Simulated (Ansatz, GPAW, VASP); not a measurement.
# Code comparison for SrZn5 (P6/mmm, 6 atoms in the cell)

Self-consistent single point.

```
SrZn5
1.0
    5.48629     0.00000     0.00000
   -2.74315     4.75127     0.00000
    0.00000     0.00000     4.19856
Sr Zn
1 5
Direct
  0.00000   0.00000   0.00000
  0.66667   0.33333   0.00000
  0.33333   0.66667   0.00000
  0.50000   0.00000   0.50000
  0.50000   0.50000   0.50000
  0.00000   0.50000   0.50000
```

Shared settings, as Ansatz (a quantum-chemistry and plane-wave program) writes them: kpoints.mp_grid.grid = 5 5 5; scf.occupations.method = fermi_dirac; scf.occupations.width = 0.1 eV. Potentials and cutoffs stand in the table.

```
code                                                            model  pressure (GPa)   cutoff
------  -------------------------------------------------------------  --------------  -------
Ansatz                            LDA (PW92), PAW files made with PBE           -4.37  default
GPAW    LDA (Perdew-Wang 92), GPAW PAW datasets LDA (gpaw-data 1.0.1)           -4.37   850 eV
VASP                     LDA (PZ), VASP's LDA PAW potentials (set 64)           -4.06   300 eV
```

The spread over the programs that give each value: pressure within 0.31 GPa.

Ansatz's pressure is given at a fixed set of plane waves, as the other plane-wave codes print theirs; with its correction for the finite basis it is -4.34 GPa. The same LDA comes in different parametrisations, which differ slightly.

VASP's run is marked for a possible Pulay error in its stress at this cutoff; no cutoff test was made.

The starting cell comes from a database of computed structures (which also holds hypothetical and non-ambient phases and stackings), without a prior relaxation at this level.

Left out of this page: Quantum ESPRESSO, ABINIT, CP2K, Elk and SIESTA (not drawn, or without a comparable value); FLEUR (with a known weakness of the program).

Keys are those of Ansatz 0.2.
